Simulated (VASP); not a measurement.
The system is W2N.

```
W N
1.0
     2.80475    0.00000    0.00000
    -1.40237    2.42898    0.00000
     0.00000    0.00000   17.47683
W N
6 3
Direct
  0.00000 0.00000 0.07589
  0.00000 0.00000 0.92411
  0.33333 0.66667 0.26269
  0.66667 0.33333 0.73731
  0.33333 0.66667 0.41746
  0.66667 0.33333 0.58254
  0.00000 0.00000 0.50000
  0.33333 0.66667 0.15074
  0.66667 0.33333 0.84926
```

The cell comes from a database or a generator and needn't be the stable form of this composition.

Base run:

| Item | Value |
| --- | --- |
| Program | VASP 6.6.1 |
| Functional | PBEsol |
| Potentials or basis | VASP PAW PBE potentials, release 64 (W_sv, N) |
| Cutoff | 520 eV |
| k mesh | 12 × 12 × 2 |
| Occupations | gaussian, width 0.5 eV |
| Spin | no spin polarisation |

Its results: band gap on the k mesh none (metal or under the smearing width); pressure 0.7 GPa; largest force 0.108 eV/Å.

Question: The run is repeated on the same cell with these changes: cutoff from 520 eV to 700 eV; occupations from gaussian, width 0.5 eV to gaussian, width 0.1 eV. What comes out?

Answer: Band gap on the k mesh none (metal or under the smearing width); pressure 0.0 GPa; largest force 0.008 eV/Å.

Caveats: the PAW data sets were made with another functional, which shifts forces and pressure a little.

Not every run made on this cell is shown here.
